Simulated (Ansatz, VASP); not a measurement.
# Al2InAs2P in two plane-wave programs, part 2 of 2

Wanted: the spread between two codes on one cell, functional and k mesh. The cell is generated by rule, not measured, and may not be a known phase. The cell is taken from a series of runs on this material, whose earlier steps may have relaxed, scaled, displaced or heated it; both programs get it as it stands.

VASP 6.6.1 and Ansatz 0.2.0.

So far: Starting point; VASP: relaxation of cell and atoms, PBE, pair 1; Ansatz: relaxation of cell and atoms, PBE, pair 1; Differences.

**5. VASP: relaxation of cell and atoms, PBE, pair 2**

Level of this step: PBE; plane waves and PAW (Al, As, In_d, P); invented cell (VASP).

The relaxed volume is the usual yardstick between codes: in a stiff, nearly cubic crystal its relative difference is about their pressure difference at one cell divided by the bulk modulus.

INCAR

```
SYSTEM = Al2InAs2P
PREC = Accurate
ENCUT = 500
EDIFF = 1E-07
NELM = 120
ISMEAR = 0
SIGMA = 0.01
LREAL = .FALSE.
ALGO = Normal
GGA = PE
NBANDS = 23
LORBIT = 11
LWAVE = .FALSE.
LCHARG = .FALSE.
ISIF = 3
IBRION = 2
NSW = 80
EDIFFG = -0.005
LASPH = .TRUE.
GGA_COMPAT = .FALSE.
NELMIN = 4
EFERMI = MIDGAP
KPAR = 2
```

POSCAR

```
Al2InAs2P
1.0
    2.9051700000      2.9051700000      0.0000000000
   -2.8918800000      2.8918800000      0.0000000000
    2.8985250000      0.0066450000      8.7052720000
Al As In P
2 2 1 1
Direct
    0.9997749640      0.0002250360      0.0004500721
    0.3374107093      0.6625892907      0.3251785814
    0.4188679573      0.0811320427      0.1622640855
    0.7576535807      0.7423464201      0.4846924944
    0.6625326009      0.3374673991      0.6749347981
    0.0737599583      0.4262400417      0.8524800833
```

KPOINTS

```
Automatic mesh
0
Gamma
8 8 8
0 0 0
```

Potentials, in the order of the species: Al, As, In_d and P (PBE family, release 64).

On the command line:

```bash
$ mpirun -np 2 vasp_std
```

Numbers of over 12 decimals in the logs are rounded to 6 here.

Log:

```text
[... set-up lines as in an earlier step ...]
 entering main loop
       N       E                     dE             d eps       ncg     rms          rms(c)
DAV:   1     0.207162627315E+03    0.20716E+03   -0.13494E+04  4370   0.130E+03
DAV:   2    -0.496467159021E+01   -0.21213E+03   -0.20243E+03  4597   0.296E+02
DAV:   3    -0.272652056777E+02   -0.22301E+02   -0.21867E+02  5748   0.966E+01
DAV:   4    -0.280699837593E+02   -0.80478E+00   -0.80202E+00  5407   0.205E+01
[...]
DAV:  14    -0.272389564995E+02   -0.18950E-05   -0.44207E-06  5042   0.116E-02    0.177E-02
DAV:  15    -0.272389568761E+02   -0.37662E-06   -0.10482E-06  6258   0.828E-03    0.481E-03
DAV:  16    -0.272389568742E+02    0.19500E-08   -0.47726E-08  3508   0.152E-03
   1 F= -.27238957E+02 E0= -.27238957E+02  d E =-.272390E+02
[... from here on, the cycles between the ionic steps are left out ...]
   2 F= -.27239028E+02 E0= -.27239028E+02  d E =-.711186E-04
   3 F= -.27239028E+02 E0= -.27239028E+02  d E =-.713877E-04
   4 F= -.27239056E+02 E0= -.27239056E+02  d E =-.277024E-04
   5 F= -.27239065E+02 E0= -.27239065E+02  d E =-.365953E-04
   6 F= -.27239055E+02 E0= -.27239055E+02  d E =-.268073E-04
   7 F= -.27239066E+02 E0= -.27239066E+02  d E =-.377630E-04
[...]
reached required accuracy - stopping structural energy minimisation
```

OUTCAR, selected parts (step 5):

```text
  Total        0.0028125      0.0028125      0.0018268     -0.0011474      0.0000000      0.0000000
  in kB        0.0307744      0.0307744      0.0199889     -0.0125549      0.0000000      0.0000000
  external PRESSURE =       0.0271792 kB  Pullay stress =       0.0000000 kB

 POSITION                                       TOTAL-FORCE (eV/Angst)
 -----------------------------------------------------------------------------------
      2.90464      2.90464      0.00185         0.000000      0.000000      0.003617
      0.00681      2.89783      2.83515         0.000000      0.000000      0.001070
      1.45232      1.45232      1.41407        -0.000000     -0.000000     -0.004363
      1.45913      4.35015      4.22682         0.000000      0.000000      0.004716
      2.90464      2.90464      5.88609        -0.000000     -0.000000     -0.003263
      1.45232      1.45232      7.43218        -0.000000     -0.000000     -0.001777
 -----------------------------------------------------------------------------------
    total drift:                                0.000130      0.000018      0.000152

  FREE ENERGIE OF THE ION-ELECTRON SYSTEM (eV)
  ---------------------------------------------------
  free  energy   TOTEN  =       -27.2390660248 eV

  energy  without entropy=      -27.2390660248  energy(sigma->0) =      -27.23906602

[... 1 part as in an earlier step ...]

[... 3 further parts left out ...]
[key lines of the parts left out:]
E-fermi :   4.7176
```

**6. Ansatz: relaxation of cell and atoms, PBE, pair 2**

The same cell, functional and mesh now go to Ansatz, which takes its cutoff from its data sets.

The cell is taken from a series of runs on this material, whose earlier steps may have relaxed, scaled, displaced or heated it; both programs get it as it stands.

input.yaml

```yaml
crystal:
  lattice:
    - [2.9051696769, 2.9051696769, 0.0]
    - [-2.8918803968, 2.8918803968, 0.0]
    - [2.8985250369, 0.0066446401, 8.7052724049]
  atoms:
    - { symbol: Al, position: [-0.0002250349, 0.0002250349, 0.0004500698] }
    - { symbol: Al, position: [0.3374107212, 0.6625892788, 0.3251785577] }
    - { symbol: As, position: [0.4188679433, 0.0811320567, 0.1622641135] }
    - { symbol: As, position: [0.7576537412, 0.7423462588, 0.4846925175] }
    - { symbol: In, position: [0.6625326401, 0.3374673599, 0.6749347199] }
    - { symbol: P, position: [0.0737599892, 0.4262400108, 0.8524800217] }
kpoints:
  mp_grid: { grid: [8, 8, 8] }
hamiltonian:
  xc: pbe
scf:
  occupations: { method: fixed }
output:
  forces: true
  stress: true
  eigenvalues: true
relax:
  adjacent_minimum: "off"
  f_tol: 0.001
  max_steps: 60
  cell: { stress_tol: 0.01 }
```

On the command line:

```bash
$ ansatz run input.yaml --threads 4 --pin off --max-ram 14336MiB --backend cpu --events-out ev --progress --plain --runs-dir out
```

Log:

```text
[...]
Crystal: 6 atoms, lattice volume = 146.273 Å³
Basis set: ecut = 420 eV, 2861 PW (Γ), exchange–correlation on 60×60×128 points (8 copies of the dense FFT grid, shifted against one another)
Bands: 33, of which v1, the nominal top of the filled ones, is band 27 counted from 1 (26 counted from 0)
Symmetry: 4 space group operations
[...]
- [-2.890335, 2.890335, 0]
    - [2.896981, 0.00664623, 8.715309]
  atoms:
    - { symbol: Al, position: [-0.000215732, 0.000215732, 0.000431463] }
    - { symbol: Al, position: [0.337408, 0.662592, 0.325183] }
    - { symbol: As, position: [0.418872, 0.081128, 0.162257] }
    - { symbol: As, position: [0.757636, 0.742364, 0.484728] }
    - { symbol: In, position: [0.662524, 0.337476, 0.674952] }
    - { symbol: P, position: [0.073776, 0.426224, 0.852448] }
[key lines of the parts left out:]
SCF converged after 6 iterations
Free energy (F): -17143.287523 eV
Fermi energy:    6.323257 eV
P = ⅓ Tr σ = 0.0001 GPa (0.001 kbar)
```

**7. Differences**

What differs besides the data sets and the points named for the pairs above, as far as they apply: fixed occupations in Ansatz, narrow Gaussian smearing in VASP; the data sets hold 54 valence electrons in Ansatz (on its default PAW (the set named soft_2) files) and 34 in VASP. Total energies have different zeros and are not compared.

The two programs side by side:

```
                                         quantity  Ansatz    VASP  difference
                                      volume (Å³)  146.29  146.42     -0.09 %
edge a after relaxation, in the typed setting (Å)   4.106   4.108     -0.04 %
edge b after relaxation, in the typed setting (Å)   4.088   4.088     -0.02 %
edge c after relaxation, in the typed setting (Å)   9.184   9.187     -0.03 %
```

**8. What came out**

| Item | Value |
| --- | --- |
| difference in volume (relaxation of cell and atoms, PBE, pair 1) | -0.10 % |
| difference in volume (relaxation of cell and atoms, PBE, pair 2) | -0.095 % |

What this shows: The difference in volume is -0.10 % (relaxation of cell and atoms, PBE, pair 1), within the 1.2 % picked in this series as the mark of a large difference, as far as the stopping tolerances let one tell. The data sets hold unlike numbers of valence electrons (54 in Ansatz and 34 in VASP), so part of the differences comes from the potentials. 1 further run of this series is not shown here. How closely two codes agree says nothing of how well the functional describes the real material.

[Lines on the potential files, build, host, timing and source positions are cut from VASP's logs without a mark.]

[Logs are printed without paths, hosts, clocks, repeated set-up lines and the standing remarks that a program may print on its own settings, such as how far it seeks lower states.]

[Hosts, paths, dates, database ids (printed as entryN), source tags and the programs' standing remarks are cut or masked in the printed files.]
